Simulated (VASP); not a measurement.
Shape and ions are relaxed at each volume.

Energy against volume of Ru (hcp). Computed with PBEsol GGA, VASP's PBE PAW potentials (set 64) (plane waves; VASP).

```json
[
 {"V (Å³/atom)": "12.522", "E (eV/atom)": "-10.11478"},
 {"V (Å³/atom)": "12.922", "E (eV/atom)": "-10.15950"},
 {"V (Å³/atom)": "13.322", "E (eV/atom)": "-10.17310"},
 {"V (Å³/atom)": "13.721", "E (eV/atom)": "-10.16059"},
 {"V (Å³/atom)": "14.121", "E (eV/atom)": "-10.12618"}
]
```

Task: Fit a third-order Birch-Murnaghan equation of state.

Result: 
```json
{
 "volume_per_atom": "13.32 Å^3/atom",
 "bulk_modulus": "348 GPa",
 "pressure_derivative_of_the_bulk_modulus": "4.85"
}
```

Measured: bulk modulus 318 GPa at 0 K (computed value off by +9.7 %), as given by Vázquez-Parga, Fernández-Martínez, Viñes, J. Chem. Theory Comput. (2023), doi:10.1021/acs.jctc.3c00612, Supporting … [zero-point energy and finite temperature contributions removed].

The compound is Ru in the hcp structure. It was relaxed first.
